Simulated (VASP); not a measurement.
# TeS2 (I4/mmm) in VASP: reference runs

Aim: a first look at TeS2 with PBE, on the cell as given and on a disturbed one.

All numbers are computed with VASP 6.6.1; they aren't measurements. Logs are shortened: lines on timing, memory, paths and dates and some standing lists are left out, and cuts for length are marked.

### Step 1. The crystal as given

Symmetry: I4/mmm, No. 139, tetragonal system. Conventional cell: a = 3.956 Å, b = 3.956 Å, c = 10.144 Å, α = 90.00°, β = 90.00°, γ = 90.00°. Te (site symmetry 4/mmm) is surrounded by 8 S at 2.98 Å. Around S (site symmetry 4mm) lie 1 S at 2.07 Å.

The cell was built by a generator and needn't be a form met in nature.

### Step 2. Single point, PBE

The input, INCAR:

```
PREC = Accurate ; ENCUT = 520
EDIFF = 1E-7 ; ISMEAR = -1
SIGMA = 0.05 ; LREAL = False
LASPH = True ; NELM = 100
ALGO = Normal ; ISIF = 2
LWAVE = False ; LCHARG = False
GGA = PE ; NBANDS = 16
```

The input, KPOINTS:

```
Automatic mesh
0
Gamma
  9 9 9
```

The input, POSCAR:

```
TeS2
1.0
   -1.9778700000      1.9778700000      5.0719100000
    1.9778700000     -1.9778700000      5.0719100000
    1.9778700000      1.9778700000     -5.0719100000
Te S
1 2
Direct
    0.0000000000      0.0000000000      0.0000000000
    0.3979200000      0.3979200000      0.0000000000
    0.6020800000      0.6020800000      0.0000000000
```

Potentials or basis: VASP PAW PBE potentials, release 64 (Te, S).

Launch:

```sh
cat potpaw_PBE.64/Te/POTCAR potpaw_PBE.64/S/POTCAR > POTCAR
mpirun -np 1 vasp_std > vasp.out
```

OUTCAR:

```text
PREC = Accurate
   ENCUT = 520
   EDIFF = 1E-7
   ISMEAR = -1
   LREAL = False
   LASPH = True
   NELM = 100
   ISIF = 2
   GGA = PE

 ion  position               nearest neighbor table
   1  0.000  0.000  0.000-   3 2.98   3 2.98   3 2.98   2 2.98   3 2.98   2 2.98   2 2.98   2 2.98

   2  0.398  0.398  0.000-   3 2.07   1 2.98   1 2.98   1 2.98   1 2.98
   3  0.602  0.602  0.000-   2 2.07   1 2.98   1 2.98   1 2.98   1 2.98

  LATTYP: Found a body centered tetragonal cell.
 ALAT       =     3.9557400000
 C/A-ratio  =     2.5643293037

  Lattice vectors:

 A1 = (  -1.9778700000,   1.9778700000,   5.0719100000)
 A2 = (   1.9778700000,  -1.9778700000,   5.0719100000)
 A3 = (   1.9778700000,   1.9778700000,  -5.0719100000)

Analysis of symmetry for initial positions (statically):
=====================================================================
 Subroutine PRICEL returns:
 Original cell was already a primitive cell.

 Routine SETGRP: Setting up the symmetry group for a
 body centered tetragonal supercell.

 Subroutine GETGRP returns: Found 16 space group operations
 (whereof 16 operations were pure point group operations)
 out of a pool of 16 trial point group operations.

The static configuration has the point symmetry D_4h.

Analysis of symmetry for dynamics (positions and initial velocities):
=====================================================================
 Subroutine PRICEL returns:
 Original cell was already a primitive cell.

 Routine SETGRP: Setting up the symmetry group for a
 body centered tetragonal supercell.

 Subroutine GETGRP returns: Found 16 space group operations
 (whereof 16 operations were pure point group operations)
 out of a pool of 16 trial point group operations.

The dynamic configuration has the point symmetry D_4h.

 Subroutine INISYM returns: Found 16 space group operations
 (whereof 16 operations are pure point group operations),
 and found     1 'primitive' translations

----------------------------------------------------------------------------------------

                                     Primitive cell

  volume of cell :      79.3646

  direct lattice vectors                    reciprocal lattice vectors
    -1.977870000  1.977870000  5.071910000     0.000000000  0.252797201  0.098582191
     1.977870000 -1.977870000  5.071910000     0.252797201  0.000000000  0.098582191
     1.977870000  1.977870000 -5.071910000     0.252797201  0.252797201  0.000000000

  length of vectors
     5.792081709  5.792081709  5.792081709     0.271339037  0.271339037  0.357509230

  position of ions in fractional coordinates (direct lattice)
     0.000000000  0.000000000  0.000000000
     0.397920000  0.397920000  0.000000000
     0.602080000  0.602080000  0.000000000

  ion indices of the primitive-cell ions
   primitive index   ion index
                 1           1
                 2           2
                 3           3

----------------------------------------------------------------------------------------

 KPOINTS: Automatic mesh

Automatic generation of k-mesh.
 Grid dimensions read from file:
 generate k-points for:    9    9    9

 Generating k-lattice:

  Cartesian coordinates                     Fractional coordinates (reciprocal lattice)
     0.000000000  0.028088578  0.010953577     0.111111111  0.000000000 -0.000000000
     0.028088578  0.000000000  0.010953577     0.000000000  0.111111111 -0.000000000
     0.028088578  0.028088578  0.000000000     0.000000000  0.000000000  0.111111111

  Length of vectors
     0.030148782  0.030148782  0.039723248

  Shift w.r.t. Gamma in fractional coordinates (k-lattice)
     0.000000000  0.000000000  0.000000000

 Subroutine IBZKPT returns following result:
 ===========================================

 Found     75 irreducible k-points:

 Following reciprocal coordinates:
            Coordinates               Weight
  0.000000  0.000000  0.000000      1.000000
  0.111111  0.000000  0.000000      8.000000
  0.222222  0.000000  0.000000      8.000000
  0.333333  0.000000 -0.000000      8.000000
  0.444444  0.000000  0.000000      8.000000
  0.111111  0.111111  0.000000      8.000000
[... 16 lines left out ...]
 -0.333333  0.333333  0.000000      4.000000
  0.444444  0.444444  0.000000      8.000000
 [... further k-points ...]
   k-points           NKPTS =     75   k-points in BZ     NKDIM =     75   number of bands    NBANDS=     16
   number of dos      NEDOS =    301   number of ions     NIONS =      3
   total plane-waves  NPLWV = 110592
   dimension x,y,z NGX =    48 NGY =   48 NGZ =   48
   dimension x,y,z NGXF=    96 NGYF=   96 NGZF=   96
   ions per type =               1   2
   NGX,Y,Z   is equivalent  to a cutoff of  13.78, 13.78, 13.78 a.u.
   NGXF,Y,Z  is equivalent  to a cutoff of  27.55, 27.55, 27.55 a.u.
 SYSTEM =  unknown system
   PREC   = accura    normal or accurate (medium, high low for compatibility)
   ISTART =      0    job   : 0-new  1-cont  2-samecut
   ICHARG =      2    charge: 1-file 2-atom 10-const
   ISPIN  =      1    spin polarized calculation?
   LNONCOLLINEAR =      F non collinear calculations
   LSORBIT =      F    spin-orbit coupling
   LASPH  =      T    aspherical Exc in radial PAW
   ENCUT  =  520.0 eV  38.22 Ry    6.18 a.u.  10.77 10.77 10.77*2*pi/ulx,y,z
   NELM   =    100;   NELMIN=  2; NELMDL= -5     # of ELM steps
   EDIFF  = 0.1E-06   stopping-criterion for ELM
   LREAL  =      F    real-space projection
   EDIFFG = 0.1E-05   stopping-criterion for IOM
   NSW    =      0    number of steps for IOM
   IBRION =     -1    ionic relax: 0-MD 1-quasi-New 2-CG
   NFREE  =      0    steps in history (QN), initial steepest desc. (CG)
   ISIF   =      2    stress and relaxation
   ISYM   =      2    0-nonsym 1-usesym 2-fastsym
   POTIM  = 0.5000    time-step for ionic-motion
   TEBEG  =    0.0;   TEEND  =   0.0 temperature during run
   PSTRESS=    0.0 pullay stress
   NELECT =      18.0000    total number of electrons
   NUPDOWN=      -1.0000    fix difference up-down
   EMIN   =  10.00;   EMAX   =-10.00  energy-range for DOS
   EFERMI =   0.00;   METHOD = LEGACY
   ISMEAR =    -1;   SIGMA  =   0.05  broadening in eV -4-tet -1-fermi 0-gaus
   EFERMI_NEDOS =   21; number of points for ismear=-14 and -15
   IALGO  =     38    algorithm
   IMIX   =      4    mixing-type and parameters
     AMIX     =   0.40;   BMIX     =  1.00
     AMIX_MAG =   1.60;   BMIX_MAG =  1.00
  volume/ion in A,a.u.               =      26.45       178.53
  Fermi-wavevector in a.u.,A,eV,Ry     =   0.998366  1.886639 13.561412  0.996736
  Thomas-Fermi vector in A             =   2.130585
   LORBIT       =      0    0 simple, 1 ext, 2 COOP (PROOUT), +10 PAW based schemes
   GGA     = PE    functional components
   LHFCALC =     F    Hartree Fock is set to
   AEXX    =    0.0000 exact exchange contribution
   IVDW    =     0    specifies the selected vdW correction
   LEPSILON=     F    determine dielectric tensor
   LRPA    =     F    only Hartree local field effects (RPA)
 non-spin polarized calculation
  energy-cutoff  :      520.00
  volume of cell :       79.36
 maximum number of plane-waves:      2179
 NGX is ok and might be reduce to    48
   NGX = 21   NGY = 21   NGZ = 21

 number of electron      18.0000000 magnetization

 Free energy of the ion-electron system (eV)
  ---------------------------------------------------
  ext. energy  EPLUGINS =         0.00000000
  ---------------------------------------------------
  free energy    TOTEN  =        -9.98238156 eV

  energy without entropy =       -9.96961073  energy(sigma->0) =       -9.97599615

 E-fermi :   4.8781     XC(G=0):  -8.9483

 val. band max:        4.8269212667   @ k =  -0.4444  -0.4444   0.1111
 cond. band min:       4.9016431491   @ k =  -0.3333   0.4444   0.1111
 fundamental gap:      0.0747218824
 Fermi energy:         4.8780540587

 k-point     1 :       0.0000    0.0000    0.0000
  band No.  band energies     occupation
      1     -11.4750      2.00000
      2      -6.4232      2.00000
      3      -5.2761      2.00000
      4      -0.8564      2.00000
      5      -0.1545      2.00000
      6      -0.1545      2.00000
[... 8 lines left out ...]
     15      11.7602      0.00000
     16      12.5101      0.00000

 k-point     2 :       0.1111    0.0000    0.0000
  band No.  band energies     occupation
      1     -11.4122      2.00000
      2      -6.4129      2.00000
      3      -5.4845      2.00000
      4      -0.8038      2.00000
      5      -0.0645      2.00000
      6       0.0313      2.00000
[... 8 lines left out ...]
     15      11.9714      0.00000
     16      13.0132      0.00000

 k-point     3 :       0.2222    0.0000    0.0000
  band No.  band energies     occupation
      1     -11.2397      2.00000
      2      -6.3895      2.00000
      3      -5.9859      2.00000
      4      -0.6458      2.00000
      5       0.1936      2.00000
      6       0.4885      2.00000
[... 8 lines left out ...]
     15      12.2881      0.00000
     16      13.5783      0.00000

 k-point     4 :       0.3333    0.0000   -0.0000
  band No.  band energies     occupation
      1     -11.0130      2.00000
      2      -6.5771      2.00000
      3      -6.3229      2.00000
      4      -0.4679      2.00000
      5       0.5692      2.00000
      6       1.0717      2.00000
[... 8 lines left out ...]
     15      12.3862      0.00000
     16      13.0167      0.00000
[... 324 lines left out ...]
 k-point    22 :      -0.4444    0.3333   -0.0000
  band No.  band energies     occupation
      1     -10.6226      2.00000
      2      -6.3578      2.00000
      3      -6.1667      2.00000
      4      -1.6196      2.00000
      5      -1.1650      2.00000
      6      -0.1232      2.00000
[... 8 lines left out ...]
     15      13.3694      0.00000
     16      14.3556      0.00000

 k-point    23 :      -0.3333    0.3333    0.0000
  band No.  band energies     occupation
      1     -10.7285      2.00000
      2      -6.3709      2.00000
      3      -6.1836      2.00000
      4      -1.6165      2.00000
      5      -0.3509      2.00000
      6      -0.2198      2.00000
[... 8 lines left out ...]
     15      13.5118      0.00000
     16      13.5983      0.00000

 k-point    24 :       0.4444    0.4444    0.0000
  band No.  band energies     occupation
      1     -10.5445      2.00000
      2      -6.1794      2.00000
      3      -6.1108      2.00000
      4      -2.0867      2.00000
      5      -1.7482      2.00000
      6      -0.0132      2.00000
[... 8 lines left out ...]
     15      13.4118      0.00000
     16      14.4968      0.00000

 [... further k-points ...]

------------------------ aborting loop because EDIFF is reached ----------------------------------------

  FORCE on cell =-STRESS in cart. coord.  units (eV):
  Direction    XX          YY          ZZ          XY          YZ          ZX
  --------------------------------------------------------------------------------------
  -------------------------------------------------------------------------------------
  Total       -0.1534261     -0.1534261     -0.1133357      0.0000000     -0.0000000      0.0000000
  in kB       -3.0972963     -3.0972963     -2.2879699      0.0000000     -0.0000000      0.0000000
  external PRESSURE =      -2.8275208 kB  Pullay stress =       0.0000000 kB

 VOLUME and BASIS-vectors are now :
 -----------------------------------------------------------------------------
  energy-cutoff  :      520.00
  volume of cell :       79.36
      direct lattice vectors                 reciprocal lattice vectors
    -1.977870000  1.977870000  5.071910000     0.000000000  0.252797201  0.098582191
     1.977870000 -1.977870000  5.071910000     0.252797201  0.000000000  0.098582191
     1.977870000  1.977870000 -5.071910000     0.252797201  0.252797201  0.000000000

 POSITION                                       TOTAL-FORCE (eV/Angst)
 -----------------------------------------------------------------------------------
      0.00000      0.00000      0.00000        -0.000000     -0.000000      0.000000
      0.00000      0.00000      4.03643         0.000000      0.000000      0.051557
      0.00000      0.00000      6.10739         0.000000      0.000000     -0.051557
 -----------------------------------------------------------------------------------
    total drift:                               -0.000000      0.000000     -0.000000

  FREE ENERGIE OF THE ION-ELECTRON SYSTEM (eV)
  ---------------------------------------------------
  free  energy   TOTEN  =        -9.9823815623 eV

  energy  without entropy=       -9.9696107279  energy(sigma->0) =       -9.97599615
```

It took 74 s on 1 thread of Intel Xeon 6975P-C (Granite Rapids), shared host; peak memory 0.36 GiB.

What came out:

- Free energy: -9.9824 eV
- Pressure: -0.3 GPa
- Largest force: 0.052 eV/Å
- Band gap on the k mesh: none (metal or under the smearing width)

Forces on the atoms (eV/Å):
```
Te   0.000  0.000  0.000
S    0.000  0.000  0.052
S    0.000  0.000 -0.052
```

Stress tensor (GPa, compression positive):
```
-0.31  0.00  0.00
 0.00 -0.31  0.00
 0.00  0.00 -0.23
```

Levels at points of the mesh, in eV from the Fermi level:
```
           k point  band 5  band 6  band 7  band 8  band 9  band 10  band 11  band 12  band 13  band 14
(0.00, 0.00, 0.00)   -5.03   -5.03   -1.71   -1.22   -1.22     1.92     1.92     3.20     3.58     6.14
```

(Part 1 of 2 ends here.)
